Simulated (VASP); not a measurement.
Here is the system:

```yaml
crystal:
  lattice:
    - [1.13335, -1.96302, 0.00000]
    - [1.13335, 1.96302, 0.00000]
    - [0.00000, 0.00000, 3.55749]
  atoms:
    - { symbol: Be, position: [0.33333, 0.66667, 0.25000] }
    - { symbol: Be, position: [0.66667, 0.33333, 0.75000] }
```

Calculation: PBE GGA, VASP's PBE PAW potentials (set 64) (plane waves; VASP). Numerical set-up: 400 eV cut-off, 17×17×9 Γ-centred mesh, first-order Methfessel-Paxton smearing of 0.10 eV, potentials Be.

**Question.** Predict the energy per atom (σ→0), band gap (on the k-mesh) with the smallest direct gap where there is one.

**Answer.** 
The band gap (on the k-mesh) comes out as none (metal, semimetal or under 0.01 eV) and the energy per atom (σ→0) comes out as -3.764 eV/atom.

The absolute energy has meaning only against runs of the same code, potentials and settings.

The compound is Be in the hcp structure. It was relaxed first. The start is the result of an earlier pass.
